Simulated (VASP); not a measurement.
SnGe (relaxed from the litharge structure, space group P4/nmm): computed properties

Computed with PBEsol GGA, VASP's PBE PAW potentials (set 64) (plane waves; VASP).

```
Property                                                                                                   Value
----------------------------------  ----------------------------------------------------------------------------
space group                                                                                         P4/nmm (129)
cell                                a = 3.8844 Å, b = 3.8844 Å, c = 6.2091 Å, α = 90.00°, β = 90.00°, γ = 90.00°
volume per atom                                                                                   23.42 Å^3/atom
band gap (over mesh and band path)                                      none (metal, semimetal or under 0.01 eV)
density                                                                                               6.78 g/cm³
```

SnGe has the tetragonal space group P4/nmm, origin choice 1 (No. 129), Pearson symbol tP4. Cell: a = 3.884 Å, b = 3.884 Å, c = 6.209 Å, α = 90.00°, β = 90.00°, γ = 90.00°. Sn on 2c is surrounded by 4 Ge at 3.007 Å and 4 Sn at 3.188 Å. Ge on 2a is coordinated by 4 Ge at 2.747 Å and 4 Sn at 3.007 Å. (Neighbours: up to the widest gap in distance over summed covalent radii, below 1.35, at either atom; cation-cation and far metal-metal contacts left out.)

Unless said otherwise, spin-orbit coupling is left out, though it shifts the bands of the heavy elements here.

The structure was generated: SnGe was put into the litharge type (P4/nmm), which need not be its known phase. It was relaxed first, which changed the volume by -41 %. Symmetry was kept, so distortions that lower it aren't found.
